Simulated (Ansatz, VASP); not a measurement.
# Mo2C: VASP beside Ansatz

Wanted: the spread between two codes on one cell, functional and k mesh. Of the first pair: The structure shown is the end of the Ansatz relaxation below.

Method: plane waves, with VASP 6.6.1 beside it; single point at PBEsol, in Ansatz 0.2.0.

**1. Starting point**

The cell holds 3 atoms: 1 C and 2 Mo. Cell: a = 2.957 Å, b = 2.957 Å, c = 28.600 Å, α = 90.0°, β = 90.0°, γ = 120.0°. Vacuum lies along c.

**2. Ansatz: relaxation, PBEsol**

Ansatz runs on its default PAW (the set named soft_2) files.

This run makes the geometry at which the two programs are then compared.

The input, input.yaml:

```yaml
crystal:
  lattice:
    - [2.9567554202, 0.0, 0.0]
    - [-1.4783777101, 2.5606253067, 0.0]
    - [0.0, 0.0, 28.6]
  atoms:
    - { symbol: C, position: [0.0, 0.0, 0.3496503497] }
    - { symbol: Mo, position: [0.3333333333, 0.6666666667, 0.3905356959] }
    - { symbol: Mo, position: [0.6666666667, 0.3333333333, 0.3087650034] }
  periodic: [true, true, false]
kpoints:
  mp_grid: { grid: [18, 18, 1] }
hamiltonian:
  xc: pbesol
scf:
  occupations: { method: gaussian, width: 0.1 }
output:
  forces: true
  stress: true
  eigenvalues: true
  write_density: true
  write_potential: true
  elf: true
  volumetric_format: npy
relax:
  adjacent_minimum: "off"
  f_tol: 0.005
  max_steps: 80
  cell: { stress_2d_tol: 0.02 }
```

Run with:

```
$ ansatz run input.yaml --threads 8 --pin off --max-ram 14336MiB --backend cpu --events-out ev --progress --plain --runs-dir out
```

Numbers of over 12 decimals in the logs are rounded to 6 here.

The log of the run:

```text
Engine: ansatz 0.2.0, aarch64-unknown-linux-gnu
Pseudopotentials: kind: paw
Pseudopotential: C, paw, valence charge 4, recommended cutoff 420 eV (normal), C.paw.azcp
Pseudopotential: Mo, paw, valence charge 14, recommended cutoff 420 eV (normal), Mo.paw.azcp
Functional definition: PBEsol
  exchange = pbesol_x
  correlation = pbesol_c
Crystal: 3 atoms, lattice volume = 216.535 Å³
Basis set: ecut = 420 eV, 4151 PW (Γ), exchange–correlation on 40×40×384 points (8 copies of the dense FFT grid, shifted against one another)
Bands: 20, of which v1, the nominal top of the filled ones, is band 16 counted from 1 (15 counted from 0)
Symmetry: 12 space group operations
Space group: P-3m1 (ITA 164), of the structure as read, at distance tolerance 6.0e-5 Å
k-points: 37 of 324
Non-local potential: C, projectors of the file, l = 0: 2, l = 1: 2, l = 2: 1
Non-local potential: Mo, projectors of the file, l = 0: 3, l = 1: 2, l = 2: 2, l = 3: 1
PAW form: soft (Blöchl's): semilocal exchange-correlation on the pseudo side does not see the compensation charge
PAW frozen core: C, regenerated for the run's functional, and the local potential with it (the file was generated under x = pbe(κ = 0.804, μ = 0.219515), c = pbe(β = 0.066725))
PAW frozen core: Mo, regenerated for the run's functional, and the local potential with it (the file was generated under x = pbe(κ = 0.804, μ = 0.219515), c = pbe(β = 0.066725))
PAW one-centre angular grid: C, 110 points (default); XC on 64 Gauss nodes
PAW one-centre angular grid: Mo, 590 points (default); XC on 64 Gauss nodes
Initial density: superposition of atomic densities (neutral atoms: chi_scale 0, normalization atom), corrected by the library's trained network
Initial wavefunctions: pseudopotential atomic-orbital guess
Functional: x = pbesol(κ = 0.804, μ = 0.123457), c = pbesol(β = 0.046)
SCF iter   1: F=—  HF=-10039.075763 eV  |F-HF|=—  |Δ(HF+E_count)|=         —  Δρ=4.64e-3  dr2=4.97e-2  ethr=1.77e-3  ⟨swp⟩=11.6  Hψ=5831  notcnv=0
preconditioner: auto → LDOS  [metal: Δε(μ)=0.071 eV  Ē_g=5.865 eV  σ=0.100 eV  W_gap=0.38  n_scr=18 (ndim 8)  ℏωp=10.1 eV  f_vac=0.757  D(μ)=2.13/eV (n_scr^D=12)  β→1.0]
SCF iter   2: F=—  HF=-10039.075529 eV  |F-HF|=—  |Δ(HF+E_count)|=   2.34e-4  Δρ=2.75e-3  dr2=2.40e-2  ethr=1.55e-4  ⟨swp⟩=3.6  Hψ=2131  notcnv=0  defer=4
SCF iter   3: F=—  HF=-10039.071031 eV  |F-HF|=—  |Δ(HF+E_count)|=   4.50e-3  Δρ=4.98e-4  dr2=1.24e-3  ethr=7.49e-5  ⟨swp⟩=2.7  Hψ=1193  notcnv=0  defer=4
SCF iter   4: F=—  HF=-10039.070995 eV  |F-HF|=—  |Δ(HF+E_count)|=   3.59e-5  Δρ=1.87e-4  dr2=1.23e-4  ethr=3.88e-6  ⟨swp⟩=3.9  Hψ=1798  notcnv=0  defer=4
SCF iter   5: F=—  HF=-10039.070987 eV  |F-HF|=—  |Δ(HF+E_count)|=   8.57e-6  Δρ=4.85e-5  dr2=7.73e-6  ethr=3.85e-7  ⟨swp⟩=3.5  Hψ=1656  notcnv=0  defer=4
SCF iter   6: F=—  HF=-10039.071147 eV  |F-HF|=—  |Δ(HF+E_count)|=   1.60e-4  Δρ=1.65e-5  dr2=7.71e-7  ethr=2.42e-8  ⟨swp⟩=4.0  Hψ=1813  notcnv=0  defer=4
iter 7 did not close the SCF: its close was put off until two iterations running show no level that it waits for move by more than its bar (scf_convergence_deferred on its scf_iter line)
SCF iter   7: F=-10039.071147 eV  HF=-10039.071147 eV  |F-HF|=7.67e-8  |Δ(HF+E_count)|=   2.35e-7  Δρ=3.10e-6  dr2=3.04e-8  ethr=3.13e-10  ⟨swp⟩=23.2  Hψ=9679  notcnv=0
iter 8 did not close the SCF: its close was put off until two iterations running show no level that it waits for move by more than its bar (scf_convergence_deferred on its scf_iter line)
SCF iter   8: F=-10039.071147 eV  HF=-10039.071147 eV  |F-HF|=1.62e-8  |Δ(HF+E_count)|=   6.64e-8  Δρ=1.10e-6  dr2=2.03e-9  ethr=9.49e-11  ⟨swp⟩=12.2  Hψ=6849  notcnv=0
SCF iter   9: F=-10039.071147 eV  HF=-10039.071147 eV  |F-HF|=1.94e-9  |Δ(HF+E_count)|=   1.46e-8  Δρ=2.80e-7  dr2=1.75e-10  ethr=6.33e-12  ⟨swp⟩=11.4  Hψ=6838  notcnv=0
SCF 1 converged in 9 iterations: F = -10039.071147 eV  dr2 = 1.75e-10
  greatest PAW one-centre occupation: 0.999 electrons in one spin orbital (limit 2), on the Mo atom at site 2 (counted from 0), in its partial waves of l = 0
relax step   1: F+E_penalty+E_count = -10039.07114728 eV  Δ(F+E_penalty+E_count) = +0.000e0 eV  max|allowed force component| = 5.582e-4 eV/Å  Δτ_max = 0.0000 Å  P = +0.003 N/m  Ω = 216.535 Å³  fix = [c, alpha, beta]  reactions: c +0.000 N/m  (9 SCF iters, dr2 threshold 1.00e-7 eV, accepted)
Initial density: handed on by an earlier stage of this run
Initial wavefunctions: pseudopotential atomic-orbital guess (no wavefunctions were taken with the density)
iter 1 solved again at ethr=1.70e-7 eV; its pass at ethr=3.10e-3 eV (dr2=5.45e-5 eV) is discarded
SCF iter   1: F=—  HF=-10039.070989 eV  |F-HF|=—  |Δ(HF+E_count)|=         —  Δρ=7.73e-7  dr2=1.13e-9  ethr=1.70e-7  ⟨swp⟩=7.1  Hψ=10057  notcnv=0
eigensolver tolerance schedule: the retry pair's looser diagonalisation over-reported the residual by 48154.56 of it (diagonalisation noise at an unbounded share of the residual, at the tolerance the schedule requests for it); recorded, not acted on — ethr = c·dr2/N_el stays at c = 1.0e-1
preconditioner: auto → LDOS  [metal: Δε(μ)=0.056 eV  Ē_g=5.895 eV  σ=0.100 eV  W_gap=0.31  n_scr=18 (ndim 8)  ℏωp=10.1 eV  f_vac=0.754  D(μ)=2.44/eV (n_scr^D=12)  β→1.0]
SCF iter   2: F=—  HF=-10039.071147 eV  |F-HF|=—  |Δ(HF+E_count)|=   1.58e-4  Δρ=1.03e-6  dr2=3.64e-9  ethr=3.54e-12  ⟨swp⟩=7.6  Hψ=3750  notcnv=0
SCF iter   3: F=—  HF=-10039.071147 eV  |F-HF|=—  |Δ(HF+E_count)|=   2.96e-9  Δρ=4.40e-7  dr2=1.99e-10  ethr=3.54e-12  ⟨swp⟩=3.6  Hψ=1599  notcnv=0
SCF iter   4: F=—  HF=-10039.071147 eV  |F-HF|=—  |Δ(HF+E_count)|=  1.13e-10  Δρ=1.80e-7  dr2=7.87e-11  ethr=1.00e-12  ⟨swp⟩=2.5  Hψ=1235  notcnv=0
SCF iter   5: F=—  HF=-10039.071147 eV  |F-HF|=—  |Δ(HF+E_count)|=  6.37e-11  Δρ=5.81e-8  dr2=1.31e-11  ethr=1.00e-12  ⟨swp⟩=3.1  Hψ=1270  notcnv=0
SCF iter   6: F=-10039.071147 eV  HF=-10039.071147 eV  |F-HF|=5.46e-11  |Δ(HF+E_count)|=  2.91e-11  Δρ=3.09e-8  dr2=1.79e-12  ethr=1.00e-12  ⟨swp⟩=13.3  Hψ=6161  notcnv=0
SCF 2 converged in 6 iterations: F = -10039.071147 eV  dr2 = 1.79e-12
relax step   2: F+E_penalty+E_count = -10039.07114728 eV  Δ(F+E_penalty+E_count) = +1.000e-10 eV  max|allowed force component| = 5.605e-4 eV/Å  Δτ_max = 0.0000 Å  P = +0.003 N/m  Ω = 216.535 Å³  fix = [c, alpha, beta]  reactions: c +0.000 N/m  stress off target by 3.10e-3 N/m on what of the cell is left free  SCF on the basis re-selected at this cell (its energy is not comparable with the rows above)  (6 SCF iters)
basis re-selected at this cell: Δ(F+E_penalty+E_count) = +1.000e-10 eV, ΔP = -0.000 N/m vs the last step (what re-selecting the basis moved, of the pressure what is left beyond the Pulay correction that the steps carried, after the strain that the cell walked since its last selection, with what the two solves' SCF thresholds leave and, on support functions, any second-order correction that the steps lacked; it is no  [...]
SCF converged after 6 iterations
Free energy (F): -10039.071147 eV
Harris-Foulkes:  -10039.071147 eV  (|F-HF|=5.46e-11)
Internal energy: -10039.058951 eV  (E = F + TS)
E sigma→0 (E₀):  -10039.065049 eV
Entropy (-TS):   -0.012196 eV (-4.065 meV/atom)
Fermi energy:    -5.004042 eV
--- Per-component energies (eV) ---
  E_band       = -900.201011
  E_kinetic    = 971.993876
  E_local      = -72543.429172  (includes V_loc(G=0)·N_el)
  E_nonlocal   = 317.013950
  E_hartree    = 35582.888040
  E_xc         = -411.441583
  E_vxc        = -514.829976  (∫ρ·V_xc dr)
  E_paw        = -6382.822802  (= ΣΔE_a)
  E_vpaw       = -296.725995  (= ΣTr[D̂ρ^β])
  E_aug_tail   = 0.000059  (compensation charges beyond the density's cutoff)
  E_ewald      = 32426.298983
  E_core_change = 0.439699  (= ΣΔE_core)
  E_smearing   = -0.012196  (= −TS)
  E_closure    = 0.000000  (closes the sum)
  Σ components = -10039.071147   (vs F -10039.071147, Δ=0.00e0)
--- Forces (eV/Å), atoms counted from 1 ---
  atom   1  C      0.00000000     0.00000000     0.00000000
  atom   2  Mo     0.00000000    -0.00000000    -0.00056053
  atom   3  Mo    -0.00000000     0.00000000     0.00056053
  max |Σ_I F_I| component: 1.85e-17 eV/Å
--- 2D stress c σ (N/m, compression-positive) ---
        0.003104       0.000000       0.000000
        0.000000       0.003104       0.000000
        0.000000       0.000000       0.000000
  P = ½ c Tr σ = 0.0031 N/m
--- Band table (eV; the first three rows and the last of 37) ---
  k-point 0: bands = [... 12 lower, -7.2070, -6.3867, -6.3867, -5.7120, -5.6472, -4.7851, -4.7851, -3.7008]
  k-point 1: bands = [... 12 lower, -7.1874, -6.5579, -6.3149, -5.7674, -5.5951, -4.8300, -4.8051, -3.6286]
  k-point 2: bands = [... 12 lower, -7.1924, -6.8605, -6.1085, -6.0464, -5.4849, -4.8863, -4.7064, -3.4759]
  k-point 36: bands = [... 12 lower, -6.8837, -6.7267, -6.7267, -5.4620, -3.7824, -3.7824, -2.1884, -2.1884]
--- Relaxed structure (1 steps of the walk, 1 accepted, 1 SCFs on fresh bases) ---
  F+E_penalty+E_count = -10039.07114728 eV   max|allowed force component| = 5.605e-4 eV/Å   (the final SCF, on the basis selected at the relaxed cell)
  cell:  # Å, volume = 216.5347 Å³
    - [2.956755, 0.0, 0.0]
    - [-1.478378, 2.560625, 0.0]
    - [0.0, 0.0, 28.6]
  atoms:
    - { symbol: C, position: [0.0, 0.0, 0.349650] }
    - { symbol: Mo, position: [0.333333, 0.666667, 0.390536] }
    - { symbol: Mo, position: [0.666667, 0.333333, 0.308765] }
```

In the SCF lines HF is the Harris–Foulkes energy and dr2 the Hartree energy of the density residual, in eV; the loop may stop once dr2 is under the threshold and the program's other checks hold. Hψ counts applications of the Hamiltonian.

**3. VASP: single point, PBEsol, relaxed cell, pair 1**

The same cell, functional, mesh and smearing now go to VASP, with its own data sets.

Lines of VASP's logs that name or quote its potential files are left out, and so is its time.

The input, INCAR:

```
SYSTEM = Mo2C
PREC = Accurate
ENCUT = 520
EDIFF = 1E-06
NELM = 120
ISMEAR = 0
SIGMA = 0.1
LREAL = .FALSE.
ALGO = Normal
GGA = PS
NBANDS = 22
LASPH = .TRUE.
LORBIT = 11
LWAVE = .FALSE.
LCHARG = .FALSE.
ISIF = 2
LDIPOL = .TRUE.
IDIPOL = 3
DIPOL = 0.5 0.5 0.35
LVHAR = .TRUE.
GGA_COMPAT = .FALSE.
NELMDL = -8
```

The input, POSCAR:

```
Mo2C
1.0
    2.9567554202      0.0000000000      0.0000000000
   -1.4783777101      2.5606253067      0.0000000000
    0.0000000000      0.0000000000     28.6000000000
C Mo
1 2
Direct
    0.0000000000      0.0000000000      0.3496503497
    0.3333333333      0.6666666667      0.3905356959
    0.6666666667      0.3333333333      0.3087650034
```

The input, KPOINTS:

```
Automatic mesh
0
Gamma
18 18 1
0 0 0
```

PAW data sets: C and Mo_sv (PBE family, release 64).

Run with:

```
$ mpirun -np 1 vasp_std
```

The log of the run:

```text
[banner, memory and clock lines left out]
running    1 mpi-ranks, on    1 nodes
 distrk:  each k-point on    1 cores,    1 groups
 distr:  one band on    1 cores,    1 groups

 POSCAR found type information on POSCAR C Mo
 POSCAR found :  2 types and       3 ions
|                                                                             |
|               ----> ADVICE to this user running VASP <----                  |
|                                                                             |
|     You enforced a specific xc type in the INCAR file but a different       |
|     [... a line on the potential file left out ...]
|     I HOPE YOU KNOW WHAT YOU ARE DOING!                                     |
|                                                                             |

 LDA part: xc-table for (Slater+PW92), standard interpolation
 POSCAR, INCAR and KPOINTS ok, starting setup
 FFT: planning ... GRIDC
 FFT: planning ... GRID_SOFT
 FFT: planning ... GRID
 WAVECAR not read
 entering main loop
       N       E                     dE             d eps       ncg     rms          rms(c)
DAV:   1     0.248086666271E+03    0.24809E+03   -0.18413E+04  2236   0.116E+03
DAV:   2    -0.223033189255E+02   -0.27039E+03   -0.26240E+03  2140   0.319E+02
DAV:   3    -0.354200040204E+02   -0.13117E+02   -0.12497E+02  2030   0.627E+01
DAV:   4    -0.358748469136E+02   -0.45484E+00   -0.44279E+00  2082   0.105E+01
DAV:   5    -0.358885447369E+02   -0.13698E-01   -0.13675E-01  2016   0.160E+00
DAV:   6    -0.358891940178E+02   -0.64928E-03   -0.64917E-03  2240   0.287E-01
DAV:   7    -0.358891980120E+02   -0.39942E-05   -0.39939E-05  2004   0.276E-02
DAV:   8    -0.358891981260E+02   -0.11396E-06   -0.11420E-06  1640   0.378E-03    0.376E+01
DAV:   9    -0.308945310943E+02    0.49947E+01   -0.27005E+01  1748   0.340E+01    0.695E+00
DAV:  10    -0.307095558831E+02    0.18498E+00   -0.13002E+00  1820   0.853E+00    0.491E+00
DAV:  11    -0.306627669882E+02    0.46789E-01   -0.19944E-01  2012   0.255E+00    0.450E-01
DAV:  12    -0.306592000763E+02    0.35669E-02   -0.16179E-02  1962   0.686E-01    0.203E-01
DAV:  13    -0.306589801616E+02    0.21991E-03   -0.19114E-03  2030   0.346E-01    0.749E-02
DAV:  14    -0.306592373380E+02   -0.25718E-03   -0.19660E-04  2086   0.679E-02    0.441E-02
[...]
DAV:  18    -0.306604851654E+02   -0.12644E-03   -0.10311E-05  1790   0.152E-02    0.564E-03
DAV:  19    -0.306605381797E+02   -0.53014E-04   -0.85366E-06  1626   0.907E-03    0.230E-03
DAV:  20    -0.306605747918E+02   -0.36612E-04   -0.32261E-06  1558   0.468E-03    0.137E-03
DAV:  21    -0.306605827218E+02   -0.79300E-05   -0.11164E-07  1262   0.109E-03    0.639E-04
DAV:  22    -0.306606032692E+02   -0.20547E-04   -0.88581E-07  1294   0.192E-03    0.480E-04
DAV:  23    -0.306606089904E+02   -0.57212E-05   -0.21761E-07  1222   0.127E-03    0.421E-04
DAV:  24    -0.306606115624E+02   -0.25721E-05   -0.88114E-08  1208   0.534E-04    0.132E-04
DAV:  25    -0.306606121548E+02   -0.59244E-06   -0.18082E-08  1192   0.395E-04
   1 F= -.30660612E+02 E0= -.30654510E+02  d E =-.122036E-01
```

Parts of OUTCAR (step 3):

```text
ion  position               nearest neighbor table
   1  0.000  0.000  0.350-   2 2.07   2 2.07   2 2.07   3 2.07   3 2.07   3 2.07
   2  0.333  0.667  0.391-   1 2.07   1 2.07   1 2.07   3 2.90   3 2.90   3 2.90
   3  0.667  0.333  0.309-   1 2.07   1 2.07   1 2.07   2 2.90   2 2.90   2 2.90

  LATTYP: Found a hexagonal cell.
 ALAT       =     2.9567554202
 C/A-ratio  =     9.6727648843

 Subroutine GETGRP returns: Found 12 space group operations
 (whereof  6 operations were pure point group operations)

The static configuration has the point symmetry C_3v.
 The point group associated with its full space group is D_3d.

 Found     37 irreducible k-points:

   k-points           NKPTS =     37   k-points in BZ     NKDIM =     37   number of bands    NBANDS=     22

   dimension x,y,z NGX =    24 NGY =   24 NGZ =  216
   dimension x,y,z NGXF=    48 NGYF=   48 NGZF=  432

   ENCUT  =  520.0 eV  38.22 Ry    6.18 a.u.   5.50  5.50 53.18*2*pi/ulx,y,z

   NELECT =      32.0000    total number of electrons

 k-points in reciprocal lattice and weights: Automatic mesh
   0.00000000  0.00000000  0.00000000       0.003
   0.05555556  0.00000000  0.00000000       0.019
   0.11111111  0.00000000  0.00000000       0.019
   0.16666667  0.00000000  0.00000000       0.019
   0.22222222 -0.00000000  0.00000000       0.019
   0.27777778  0.00000000  0.00000000       0.019
   0.33333333  0.00000000  0.00000000       0.019
   0.38888889 -0.00000000  0.00000000       0.019
   0.44444444 -0.00000000  0.00000000       0.019
[...]
0.33333333  0.27777778  0.00000000       0.037
   0.33333333  0.33333333  0.00000000       0.006

 dipolmoment           0.000000      0.000000      0.000000 electrons x Angstroem

 average (electrostatic) potential at core
       1 -57.7784       2 -83.7352       3 -83.7352

 E-fermi :  -2.0133

 k-point     1 :       0.0000    0.0000    0.0000
  band No.  band energies     occupation
    ...
     13      -4.2128      2.00000
     14      -3.3991      2.00000
     15      -3.3991      2.00000
     16      -2.7215      2.00000
     17      -2.6535      2.00000
     18      -1.7956      0.00208
     19      -1.7956      0.00208
     20      -0.7045      0.00000
     21      -0.7045      0.00000
     22       1.1613      0.00000

 k-point     2 :       0.0556    0.0000    0.0000
  band No.  band energies     occupation
    ...
     13      -4.1934      2.00000
     14      -3.5711      2.00000
     15      -3.3273      2.00000
     16      -2.7763      2.00000
     17      -2.6018      2.00000
     18      -1.8402      0.01434
     19      -1.8157      0.00521
     20      -0.6326      0.00000
     21      -0.6272      0.00000
     22       1.3707      0.00000

 k-point     3 :       0.1111    0.0000    0.0000
  band No.  band energies     occupation
    ...
     13      -4.2004      2.00000
     14      -3.8732      2.00000
     15      -3.1210      2.00000
     16      -3.0556      2.00000
     17      -2.4927      2.00000
     18      -1.8958      0.09669
     19      -1.7163      0.00003
     20      -0.4803      0.00000
     21      -0.4120      0.00000
     22       1.8549      0.00000

  Total        0.1181419      0.1181419      0.0728502      0.0000000     -0.0000000      0.0000000
  in kB        0.8741525      0.8741525      0.5390309      0.0000000     -0.0000000      0.0000000
  external PRESSURE =       0.7624453 kB  Pullay stress =       0.0000000 kB

  energy-cutoff  :      520.00
  volume of cell :      216.53
      direct lattice vectors                 reciprocal lattice vectors
     2.956755420  0.000000000  0.000000000     0.338208562  0.195264805  0.000000000
    -1.478377710  2.560625307  0.000000000     0.000000000  0.390529609  0.000000000
     0.000000000  0.000000000 28.600000000     0.000000000  0.000000000  0.034965035

 POSITION                                       TOTAL-FORCE (eV/Angst)
 -----------------------------------------------------------------------------------
      0.00000      0.00000     10.00000        -0.000000      0.000000      0.000000
     -0.00000      1.70708     11.16932        -0.000000     -0.000000      0.039878
      1.47838      0.85354      8.83068         0.000000      0.000000     -0.039878
 -----------------------------------------------------------------------------------
    total drift:                               -0.000000      0.000000      0.000034

  FREE ENERGIE OF THE ION-ELECTRON SYSTEM (eV)
  ---------------------------------------------------
  free  energy   TOTEN  =       -30.6606121548 eV

  energy  without entropy=      -30.6484085183  energy(sigma->0) =      -30.65451034

 vacuum level on the upper side and lower side of the slab         2.986         2.986

 total charge
# of ion       s       p       d       tot
------------------------------------------
    1        0.896   1.577   0.000   2.473
    2        2.321   6.213   4.006  12.540
    3        2.321   6.213   4.006  12.540
--------------------------------------------------
tot          5.537  14.003   8.012  27.553

[... 3 further parts left out ...]
```

The run ends at a pressure of 0.08 GPa, with forces up to 0.040 eV/Å.

(Continued in part 2 of 2.)

[Lines on the potential files, build, host, timing and source positions are cut from VASP's logs without a mark.]

[Logs are printed without paths, hosts, clocks, repeated set-up lines and the standing remarks that a program may print on its own settings, such as how far it seeks lower states.]

[Hosts, paths, dates, database ids (printed as entryN), source tags and the programs' standing remarks are cut or masked in the printed files.]
